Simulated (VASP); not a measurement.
A VASP calculation is set up with these files.

**KPOINTS**
```
Automatic mesh
0
Monkhorst-Pack
9 9 9
0 0 0
```

POSCAR:
```
C
1
    0.0000000000     1.7835000000     1.7835000000
    1.7835000000     0.0000000000     1.7835000000
    1.7835000000     1.7835000000     0.0000000000
C
2
Direct
  0.0000000000   0.0000000000   0.0000000000
  0.2500000000   0.2500000000   0.2500000000
```

INCAR:
```
SYSTEM = C
PREC = Accurate; ENCUT = 520; LREAL = F
LASPH = T
EDIFF = 1E-6; NELM = 100; ALGO = Normal
ISMEAR = 0; SIGMA = 0.05
GGA = PE
ISIF = 2
LWAVE = F; LCHARG = F
```

POTCAR, in this order: C (PBE.64 set). Program: vasp_std.

**Question.** Write an equivalent input for Ansatz.

**Answer.** One equivalent input (not run):
Ansatz 0.2 input:
```yaml
crystal:
  lattice:
    - [0.0000000, 1.7835000, 1.7835000]
    - [1.7835000, 0.0000000, 1.7835000]
    - [1.7835000, 1.7835000, 0.0000000]
  atoms:
    - { symbol: C, position: [0.0000000, 0.0000000, 0.0000000] }
    - { symbol: C, position: [0.2500000, 0.2500000, 0.2500000] }
kpoints:
  mp_grid: { grid: [9, 9, 9] }
hamiltonian:
  xc: pbe
  pseudopotentials: { kind: paw }
scf:
  occupations: { method: gaussian, width: 0.05 }
  max_iter: 100
output: { forces: true, stress: true, eigenvalues: true }
```
What does not carry over: each code has its own PAW files, so the cut-off isn't converted (ENCUT is set for VASP's; basis.ecutwfc is left out, and Ansatz then takes the one that its files recommend); Ansatz stops its SCF on the density residual and VASP on the energy change (EDIFF).

The compound is C in the diamond structure. The cell was not relaxed at this level. The run is one of a series of settings (KPOINTS 9×9×9 Monkhorst-Pack mesh against the base run), some of them coarse on purpose.
